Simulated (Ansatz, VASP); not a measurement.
## One calculation of Sr3Ag, two programs

```xyz
4
Lattice="5.4909 0.0000 0.0000 0.0000 5.4909 0.0000 0.0000 0.0000 5.4909" Properties=species:S:1:pos:R:3 pbc="T T T"
Sr    0.0000    2.7454    2.7454
Sr    2.7454    0.0000    2.7454
Sr    2.7454    2.7454    0.0000
Ag    0.0000    0.0000    0.0000
```

The cell comes from a database or a generator and needn't be the stable form of this composition.

Alike in both runs: task single point; functional LDA; k mesh 4 × 4 × 4; no spin polarisation.

|  | VASP | Ansatz |
| --- | --- | --- |
| version | VASP 6.6.1 | Ansatz 0.2.0 |
| potentials or method | VASP PAW LDA potentials, release 64 (Sr_sv, Ag) | plane waves, PAW |
| plane-wave cutoff (eV) | 520 | 420 |
| occupations | methfessel-paxton of order 1, width 0.15 eV | cold, width 0.15 eV |
| valence electrons in the cell | 41 | 49 |

|  | VASP | Ansatz | Ansatz less VASP |
| --- | --- | --- | --- |
| gap on the k mesh at the Fermi level (eV) | none | none | - |
| pressure (GPa) | -2.3 | -2.3 | -0.02 |

A gap of «none» marks a metal or a gap that the smearing closes. The two sets of potentials don't hold the same shells in valence.
